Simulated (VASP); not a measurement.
# Lattice of CoSi2, functional by functional, part 2 of 3

Which functional gives which lattice for CoSi2? The starting structure is a measured crystal structure from the Crystallography Open Database. The first relaxation on each setting starts from this cell expanded by 3 % in volume.

VASP 6.6.1.

Results so far: PBEsol 12.49 Å³ an atom; LDA 12.24 Å³ an atom.

**4. Relaxation with PBE**

Level of this step: PBE, zero-moment start; plane waves and PAW (Co, Si) (VASP).

PBE, the usual starting point, adds the gradient of the density. This run starts from the cell of an earlier relaxation, which isn't shown; the restart sets up the plane waves anew.

Input file INCAR:

```
SYSTEM = CoSi2
PREC = Accurate
ENCUT = 450
EDIFF = 1E-06
NELM = 100
ISMEAR = 0
SIGMA = 0.05
LREAL = .FALSE.
ALGO = Normal
GGA = PE
NBANDS = 16
ISPIN = 2
MAGMOM = 0 0 0
LASPH = .TRUE.
LMAXMIX = 4
LORBIT = 11
LWAVE = .FALSE.
LCHARG = .FALSE.
KPAR = 8
IBRION = 2
NSW = 50
ISIF = 3
EDIFFG = -0.006
```

Input file POSCAR:

```
CoSi2
1.0
    0.0000000000      2.6793087264      2.6793087264
    2.6793087264      0.0000000000      2.6793087264
    2.6793087264      2.6793087264      0.0000000000
Co Si
1 2
Direct
    0.0000000000      0.0000000000      0.0000000000
    0.7500000000      0.7500000000      0.7500000000
    0.2500000000      0.2500000000      0.2500000000
```

Input file KPOINTS:

```
Automatic mesh
0
Gamma
12 12 12
0 0 0
```

Potentials, in the order of the species: Co and Si (PBE family, release 64).

Started as:

```console
mpirun -np 8 vasp_std
```

What it wrote:

```text
[banner, memory and clock lines left out]
running    8 mpi-ranks, on    1 nodes
[...]
[... a notice as in an earlier step ...]

 LDA part: xc-table for (Slater+PW92), standard interpolation
 POSCAR, INCAR and KPOINTS ok, starting setup
[...]
entering main loop
       N       E                     dE             d eps       ncg     rms          rms(c)
DAV:   1     0.552417234540E+02    0.55242E+02   -0.61493E+03  4632   0.901E+02
DAV:   2    -0.179706362579E+02   -0.73212E+02   -0.65233E+02  5288   0.188E+02
DAV:   3    -0.206675540361E+02   -0.26969E+01   -0.26594E+01  5864   0.409E+01
DAV:   4    -0.207138877813E+02   -0.46334E-01   -0.46306E-01  5640   0.520E+00
[...]
DAV:  12    -0.192960973206E+02   -0.30920E-04   -0.86100E-05  5136   0.642E-02    0.177E-02
DAV:  13    -0.192960959013E+02    0.14192E-05   -0.68270E-06  6008   0.380E-02    0.888E-03
DAV:  14    -0.192960960515E+02   -0.15017E-06   -0.59956E-07  3016   0.807E-03
   1 F= -.19296096E+02 E0= -.19295362E+02  d E =-.192961E+02  mag=     0.0000
[...]
DAV:   3    -0.192960948662E+02    0.20460E-02   -0.50568E-03  5432   0.149E+00    0.357E-02
DAV:   4    -0.192960839577E+02    0.10909E-04   -0.89558E-05  4864   0.683E-02    0.113E-02
DAV:   5    -0.192960825791E+02    0.13786E-05   -0.38049E-06  5368   0.321E-02    0.346E-03
DAV:   6    -0.192960825327E+02    0.46365E-07   -0.34191E-07  2568   0.464E-03
   2 F= -.19296083E+02 E0= -.19295350E+02  d E =0.135188E-04  mag=     0.0000
 trial-energy change:    0.000014  1 .order    0.000006   -0.000048    0.000060
 step:   0.3497(harm=  0.4461)  dis= 0.00000  next Energy=   -19.296104 (dE=-0.814E-05)
[...]
N       E                     dE             d eps       ncg     rms          rms(c)
DAV:   1    -0.192963093114E+02   -0.22673E-03   -0.18123E-03  4736   0.734E-01    0.134E-01
DAV:   2    -0.192969680724E+02   -0.65876E-03   -0.41418E-03  5568   0.133E+00    0.243E-01
DAV:   3    -0.192961088901E+02    0.85918E-03   -0.21160E-03  5424   0.962E-01    0.238E-02
DAV:   4    -0.192961033099E+02    0.55803E-05   -0.36835E-05  4816   0.461E-02    0.702E-03
DAV:   5    -0.192961029482E+02    0.36166E-06   -0.12940E-06  3536   0.195E-02
   3 F= -.19296103E+02 E0= -.19295370E+02  d E =-.689673E-05  mag=     0.0000
[...]
reached required accuracy - stopping structural energy minimisation
```

Run time: 27 s. Hardware: 8 MPI ranks of AMD EPYC 9R45, shared host; peak memory 1.6 GiB; 2.5 min of CPU time.

Parts of OUTCAR (step 4):

```text
  Total        0.0055597      0.0055597      0.0055597      0.0000000     -0.0000000     -0.0000000
  in kB        0.2316822      0.2316822      0.2316822      0.0000000     -0.0000000     -0.0000000
  external PRESSURE =       0.2316822 kB  Pullay stress =       0.0000000 kB

 POSITION                                       TOTAL-FORCE (eV/Angst)
 -----------------------------------------------------------------------------------
      0.00000      0.00000      0.00000        -0.000000     -0.000000     -0.000000
      4.01825      4.01825      4.01825        -0.000000      0.000000     -0.000000
      1.33942      1.33942      1.33942         0.000000     -0.000000      0.000000
 -----------------------------------------------------------------------------------
    total drift:                               -0.000000     -0.000000      0.000000

  FREE ENERGIE OF THE ION-ELECTRON SYSTEM (eV)
  ---------------------------------------------------
  free  energy   TOTEN  =       -19.2961029482 eV

  energy  without entropy=      -19.2946367027  energy(sigma->0) =      -19.29536983

 magnetization (x)
# of ion       s       p       d       tot
------------------------------------------
    1       -0.000  -0.000   0.000   0.000
    2        0.000   0.000   0.000   0.000
    3        0.000   0.000   0.000   0.000
--------------------------------------------------
tot         -0.000   0.000   0.000   0.000

[... 2 parts as in an earlier step ...]

[... 2 further parts left out ...]
[key lines of the parts left out:]
E-fermi :  10.0627
```

With PBE the relaxed cell holds 12.816 Å³ an atom, -0.41 % against the measured cell, with a = 5.358 Å. That is +2.58 % from PBEsol. Pressures at 0.985 and 1.015 times this volume, from two more relaxations that aren't shown, give a bulk modulus of 184.2 GPa.

**5. Relaxation with PBEsol + D3(BJ)**

D3 with Becke-Johnson damping keeps a finite attraction at short range. This run starts from the cell of an earlier relaxation, which isn't shown; the restart sets up the plane waves anew.

INCAR, as its differences from that of step 4:

```diff
@@ -9,3 +9,4 @@
 ALGO = Normal
-GGA = PE
+GGA = PS
+IVDW = 12
 NBANDS = 16
```

Input file POSCAR:

```
CoSi2
1.0
    0.0000000000      2.6334081708      2.6334081708
    2.6334081708      0.0000000000      2.6334081708
    2.6334081708      2.6334081708      0.0000000000
Co Si
1 2
Direct
    0.0000000000      0.0000000000      0.0000000000
    0.7500000000      0.7500000000      0.7500000000
    0.2500000000      0.2500000000      0.2500000000
```

KPOINTS is that of step 4.

Started as:

```console
mpirun -np 8 vasp_std
```

What it wrote:

```text
[banner, memory and clock lines left out]
running    8 mpi-ranks, on    1 nodes
[...]
[... a notice as in an earlier step ...]

 [... a notice as in an earlier step ...]

 LDA part: xc-table for (Slater+PW92), standard interpolation
 POSCAR, INCAR and KPOINTS ok, starting setup
[...]
entering main loop
       N       E                     dE             d eps       ncg     rms          rms(c)
DAV:   1     0.545845987448E+02    0.54585E+02   -0.61592E+03  4648   0.908E+02
DAV:   2    -0.197466137516E+02   -0.74331E+02   -0.66257E+02  5176   0.192E+02
DAV:   3    -0.225456359525E+02   -0.27990E+01   -0.27607E+01  6072   0.417E+01
DAV:   4    -0.225920895126E+02   -0.46454E-01   -0.46432E-01  5496   0.522E+00
[...]
DAV:  11    -0.209678810150E+02    0.13562E-03   -0.61744E-04  6328   0.445E-01    0.368E-02
DAV:  12    -0.209678900684E+02   -0.90534E-05   -0.32725E-05  5216   0.406E-02    0.134E-02
DAV:  13    -0.209678890713E+02    0.99710E-06   -0.19273E-06  5384   0.225E-02
   1 F= -.22187728E+02 E0= -.22187136E+02  d E =-.221877E+02  mag=    -0.0000
[...]
reached required accuracy - stopping structural energy minimisation
```

Elapsed: 10 s, on 8 MPI ranks; peak memory 1.6 GiB; 68 s of CPU time.

From OUTCAR (step 5):

```text
 Edisp (eV)   -1.21984

  Total       0.01524     0.01524     0.01524    -0.00000    -0.00000    -0.00000
  in kB       0.66846     0.66846     0.66846    -0.00000    -0.00000    -0.00000
  external pressure =        0.67 kB  Pullay stress =        0.00 kB

 POSITION                                       TOTAL-FORCE (eV/Angst)
 -----------------------------------------------------------------------------------
      0.00000      0.00000      0.00000        -0.000000      0.000000     -0.000000
      3.95011      3.95011      3.95011         0.000000      0.000000      0.000000
      1.31670      1.31670      1.31670        -0.000000     -0.000000     -0.000000
 -----------------------------------------------------------------------------------
    total drift:                               -0.000000     -0.000000      0.000000

  FREE ENERGIE OF THE ION-ELECTRON SYSTEM (eV)
  ---------------------------------------------------
  free  energy   TOTEN  =       -22.1877276102 eV

  energy  without entropy=      -22.1865435784  energy(sigma->0) =      -22.18713559

 magnetization (x)
# of ion       s       p       d       tot
------------------------------------------
    1       -0.000  -0.000   0.000  -0.000
    2       -0.000  -0.000   0.000  -0.000
    3       -0.000  -0.000   0.000  -0.000
--------------------------------------------------
tot         -0.000  -0.000   0.000  -0.000

[... 2 parts as in an earlier step ...]

[... 2 further parts left out ...]
[key lines of the parts left out:]
E-fermi :  10.6749
```

With PBEsol + D3(BJ) the relaxed cell holds 12.175 Å³ an atom, -5.39 % against the measured cell, with a = 5.267 Å. That is -2.55 % from PBEsol. Pressures at 0.985 and 1.015 times this volume, from two more relaxations that aren't shown, give a bulk modulus of 209.9 GPa.

**6. Relaxation with r2SCAN**

r2SCAN adds the kinetic-energy density, costs more than a GGA and is run with LASPH. This run starts from the cell of an earlier relaxation, which isn't shown; the restart sets up the plane waves anew.

INCAR, as its differences from that of step 5:

```diff
@@ -9,4 +9,4 @@
 ALGO = Normal
-GGA = PS
-IVDW = 12
+METAGGA = R2SCAN
+LASPH = .TRUE.
 NBANDS = 16
@@ -14,3 +14,2 @@
 MAGMOM = 0 0 0
-LASPH = .TRUE.
 LMAXMIX = 4
```

Input file POSCAR:

```
CoSi2
1.0
    0.0000000000      2.6571193124      2.6571193124
    2.6571193124      0.0000000000      2.6571193124
    2.6571193124      2.6571193124      0.0000000000
Co Si
1 2
Direct
    0.0000000000      0.0000000000      0.0000000000
    0.7500000000      0.7500000000      0.7500000000
    0.2500000000      0.2500000000      0.2500000000
```

KPOINTS is that of step 5.

Started as:

```console
mpirun -np 8 vasp_std
```

What it wrote:

```text
[banner, memory and clock lines left out]
running    8 mpi-ranks, on    1 nodes
[...]
[... a notice as in an earlier step ...]

 [... a notice as in an earlier step ...]

 LDA part: xc-table for (None), standard interpolation
 POSCAR, INCAR and KPOINTS ok, starting setup
[...]
entering main loop
       N       E                     dE             d eps       ncg     rms          rms(c)
DAV:   1     0.427182298165E+02    0.42718E+02   -0.63999E+03  4624   0.939E+02
DAV:   2    -0.329159892446E+02   -0.75634E+02   -0.67598E+02  5320   0.197E+02
DAV:   3    -0.357264548424E+02   -0.28105E+01   -0.27743E+01  5992   0.433E+01
DAV:   4    -0.357731174287E+02   -0.46663E-01   -0.46646E-01  5792   0.529E+00
[...]
DAV:  11    -0.320091599478E+02    0.51454E-03   -0.12653E-03  5888   0.680E-01    0.463E-02
DAV:  12    -0.320091739856E+02   -0.14038E-04   -0.11614E-04  6832   0.107E-01    0.149E-02
DAV:  13    -0.320091735550E+02    0.43059E-06   -0.36775E-06  5704   0.268E-02
[...]
DAV:   4    -0.320090883571E+02   -0.31089E-04   -0.26637E-04  4968   0.101E-01    0.358E-02
DAV:   5    -0.320090724872E+02    0.15870E-04   -0.25310E-05  6008   0.101E-01    0.899E-03
DAV:   6    -0.320090720472E+02    0.43998E-06   -0.23847E-06  4008   0.156E-02
   2 F= -.32009072E+02 E0= -.32008243E+02  d E =0.101508E-03  mag=    -0.0000
 trial-energy change:    0.000102  1 .order    0.000059   -0.000156    0.000273
 step:   0.2506(harm=  0.3630)  dis= 0.00000  next Energy=   -32.009192 (dE=-0.188E-04)
[...]
N       E                     dE             d eps       ncg     rms          rms(c)
DAV:   1    -0.320100017606E+02   -0.92927E-03   -0.75585E-03  4768   0.154E+00    0.267E-01
DAV:   2    -0.320120069305E+02   -0.20052E-02   -0.14364E-02  5584   0.258E+00    0.428E-01
DAV:   3    -0.320091650627E+02    0.28419E-02   -0.65451E-03  5488   0.176E+00    0.424E-02
DAV:   4    -0.320091878566E+02   -0.22794E-04   -0.13989E-04  4960   0.729E-02    0.262E-02
DAV:   5    -0.320091809131E+02    0.69435E-05   -0.12939E-05  6008   0.724E-02    0.678E-03
DAV:   6    -0.320091811018E+02   -0.18865E-06   -0.10003E-06  2712   0.115E-02
   3 F= -.32009181E+02 E0= -.32008350E+02  d E =-.754680E-05  mag=     0.0000
[...]
reached required accuracy - stopping structural energy minimisation
```

Run time: 73 s. Hardware: 8 MPI ranks; peak memory 1.7 GiB.

Parts of OUTCAR (step 6):

```text
  Total        0.0104626      0.0104626      0.0104626     -0.0000000     -0.0000000      0.0000000
  in kB        0.4470808      0.4470808      0.4470808     -0.0000000     -0.0000000      0.0000000
  external PRESSURE =       0.4470808 kB  Pullay stress =       0.0000000 kB

 POSITION                                       TOTAL-FORCE (eV/Angst)
 -----------------------------------------------------------------------------------
     -0.00000      0.00000      0.00000         0.000000     -0.000000      0.000000
      3.98477      3.98477      3.98477         0.000000      0.000000      0.000000
      1.32826      1.32826      1.32826        -0.000000     -0.000000     -0.000000
 -----------------------------------------------------------------------------------
    total drift:                               -0.000000     -0.000000      0.000000

  FREE ENERGIE OF THE ION-ELECTRON SYSTEM (eV)
  ---------------------------------------------------
  free  energy   TOTEN  =       -32.0091811018 eV

  energy  without entropy=      -32.0075196254  energy(sigma->0) =      -32.00835036

 magnetization (x)
# of ion       s       p       d       tot
------------------------------------------
    1        0.000  -0.000   0.000   0.000
    2       -0.000  -0.000   0.000  -0.000
    3       -0.000  -0.000   0.000  -0.000
--------------------------------------------------
tot          0.000  -0.000   0.000   0.000

[... 2 parts as in an earlier step ...]

[... 2 further parts left out ...]
[key lines of the parts left out:]
E-fermi :  10.3030
```

With r2SCAN the relaxed cell holds 12.498 Å³ an atom, -2.88 % against the measured cell, with a = 5.313 Å. That is +0.04 % from PBEsol. Pressures at 0.985 and 1.015 times this volume, from two more relaxations that aren't shown, give a bulk modulus of 201.1 GPa.

**7. Relaxation with r2SCAN + rVV10**

rVV10 adds a nonlocal correlation energy for dispersion. This run starts from the cell of an earlier relaxation, which isn't shown; the restart sets up the plane waves anew.

INCAR, as its differences from that of step 6:

```diff
@@ -10,2 +10,6 @@
 METAGGA = R2SCAN
+LUSE_VDW = .TRUE.
+IVDW_NL = 2
+BPARAM = 11.95
+CPARAM = 0.0093
 LASPH = .TRUE.
```

Input file POSCAR:

```
CoSi2
1.0
    0.0000000000      2.6536910071      2.6536910071
    2.6536910071      0.0000000000      2.6536910071
    2.6536910071      2.6536910071      0.0000000000
Co Si
1 2
Direct
    0.0000000000      0.0000000000      0.0000000000
    0.7500000000      0.7500000000      0.7500000000
    0.2500000000      0.2500000000      0.2500000000
```

KPOINTS is that of step 6.

Started as:

```console
mpirun -np 8 vasp_std
```

What it wrote:

```text
[banner, memory and clock lines left out]
running    8 mpi-ranks, on    1 nodes
[...]
[... a notice as in an earlier step ...]

|                                                                             |
|               ----> ADVICE to this user running VASP <----                  |
|                                                                             |
|     You have switched on vdW-DFT.                                           |
|     This routine was written and supplied by Jiri Klimes. We recommend      |
|     that you carefully read and cite the following publications:            |
|       J. Klimes, D.R. Bowler, A. Michelides                                 |
|          J. Phys.: Cond Matt. 22 022201 (2010)                              |
|       J. Klimes, D.R. Bowler, A. Michelides                                 |
|          Phys. Rev. B. 83, 195131 (2011)                                    |
|     and references therein.                                                 |
[...]
Total rVV10 correction in eV:      0.2947746    21.2954710
Total rVV10 correction in eV:      0.2947746    21.2954710
Total rVV10 correction in eV:      0.2947746    21.2954710
DAV:   6    -0.317137349468E+02   -0.13696E-06   -0.60516E-07  2544   0.915E-03
Total rVV10 correction in eV:      0.2947744    21.2954710
Total rVV10 correction in eV:      0.2947744    21.2954710
Total rVV10 correction in eV:      0.2947744    21.2954710
Total rVV10 correction in eV:      0.2947744    21.2954710
Total rVV10 correction in eV:      0.2947744    21.2954710
Total rVV10 correction in eV:      0.2947744    21.2954710
Total rVV10 correction in eV:      0.2947744    21.2954710
Total rVV10 correction in eV:      0.2947744    21.2954710
Total rVV10 correction in eV:      0.2947725    21.2954710
Total rVV10 correction in eV:      0.2947725    21.2954710
Total rVV10 correction in eV:      0.2947725    21.2954710
Total rVV10 correction in eV:      0.2947725    21.2954710
Total rVV10 correction in eV:      0.2947725    21.2954710
Total rVV10 correction in eV:      0.2947725    21.2954710
Total rVV10 correction in eV:      0.2947725    21.2954710
Total rVV10 correction in eV:      0.2947725    21.2954710
   3 F= -.31713735E+02 E0= -.31712914E+02  d E =-.102787E-04  mag=    -0.0000
[...]
reached required accuracy - stopping structural energy minimisation
```

Wall time 88 s (8 MPI ranks); peak memory 2.5 GiB; 12 min of CPU time.

OUTCAR, selected parts (step 7):

```text
  Total        0.0070988      0.0070988      0.0070988      0.0000000      0.0000000     -0.0000000
  in kB        0.3045192      0.3045192      0.3045192      0.0000000      0.0000000     -0.0000000
  external PRESSURE =       0.3045192 kB  Pullay stress =       0.0000000 kB

 POSITION                                       TOTAL-FORCE (eV/Angst)
 -----------------------------------------------------------------------------------
      0.00000      0.00000      0.00000         0.000000     -0.000000      0.000000
      3.97962      3.97962      3.97962        -0.000000     -0.000000     -0.000000
      1.32654      1.32654      1.32654         0.000000      0.000000      0.000000
 -----------------------------------------------------------------------------------
    total drift:                               -0.000000     -0.000000      0.000000

  FREE ENERGIE OF THE ION-ELECTRON SYSTEM (eV)
  ---------------------------------------------------
  free  energy   TOTEN  =       -31.7137349468 eV

  energy  without entropy=      -31.7120940345  energy(sigma->0) =      -31.71291449

 magnetization (x)
# of ion       s       p       d       tot
------------------------------------------
    1        0.000  -0.000  -0.000  -0.000
    2       -0.000  -0.000   0.000  -0.000
    3       -0.000  -0.000   0.000  -0.000
--------------------------------------------------
tot         -0.000  -0.000  -0.000  -0.000

[... 2 parts as in an earlier step ...]

[... 2 further parts left out ...]
[key lines of the parts left out:]
E-fermi :  10.3468
```

With r2SCAN + rVV10 the relaxed cell holds 12.450 Å³ an atom, -3.25 % against the measured cell, with a = 5.306 Å. That is -0.35 % from PBEsol. Pressures at 0.985 and 1.015 times this volume, from two more relaxations that aren't shown, give a bulk modulus of 202.2 GPa.

(Continued in part 3 of 3.)

[Lines on the potential files, build, host, timing and source positions are cut from VASP's logs without a mark.]

[Logs are printed without paths, hosts, clocks, repeated set-up lines and the standing remarks that a program may print on its own settings, such as how far it seeks lower states.]

[Hosts, paths, dates, database ids (printed as entryN), source tags and the programs' standing remarks are cut or masked in the printed files.]
